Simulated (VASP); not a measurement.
VASP input:

### KPOINTS
```
Automatic
0
G
 6 6 6
0 0 0
```

**INCAR**
```
LCHARG=.FALSE.
EDIFF=1E-6   # SCF stop (eV)
LREAL=.FALSE.   # projection in real space or not
PREC=Accurate
LASPH=.TRUE.   # aspherical one-centre terms
ISIF=2   # forces and stress, cell fixed
SYSTEM=AgI
GGA=PE
ISMEAR=1   # Methfessel-Paxton
ALGO=Normal   # blocked Davidson
LMAXMIX=4   # l cut-off of mixed one-centre charges
ENCUT=400
NELM=100   # most electronic steps
SIGMA=0.3   # width (eV)
LWAVE=.FALSE.
```

POSCAR:
```
AgI
1
    0.0000000000     3.2500000000     3.2500000000
    3.2500000000     0.0000000000     3.2500000000
    3.2500000000     3.2500000000     0.0000000000
Ag I
1 1
Direct
  0.0000000000   0.0000000000   0.0000000000
  0.2500000000   0.2500000000   0.2500000000
```

POTCAR, in this order: Ag I (PBE.64 set). Program: vasp_std.

### Question
Translate this PBE calculation to Ansatz.

### Answer
One equivalent input (not run):
Ansatz 0.2 input:
```yaml
crystal:
  lattice:
    - [0.0000000, 3.2500000, 3.2500000]
    - [3.2500000, 0.0000000, 3.2500000]
    - [3.2500000, 3.2500000, 0.0000000]
  atoms:
    - { symbol: Ag, position: [0.0000000, 0.0000000, 0.0000000] }
    - { symbol: I, position: [0.2500000, 0.2500000, 0.2500000] }
kpoints:
  mp_grid: { grid: [6, 6, 6] }
hamiltonian:
  xc: pbe
  pseudopotentials: { kind: paw }
scf:
  occupations: { method: methfessel_paxton, width: 0.3 }
  max_iter: 100
output: { forces: true, stress: true, eigenvalues: true }
```
What does not carry over: each code has its own PAW files, so the cut-off isn't converted (ENCUT is set for VASP's; basis.ecutwfc is left out, and Ansatz then takes the one that its files recommend); Ansatz stops its SCF on the density residual and VASP on the energy change (EDIFF).

The compound is AgI in the zinc blende structure, whereas wurtzite is the usual form. The cell was not relaxed at this level. The run is one of a series of settings (ISMEAR = 1, SIGMA = 0.3 against the base run), some of them coarse on purpose.
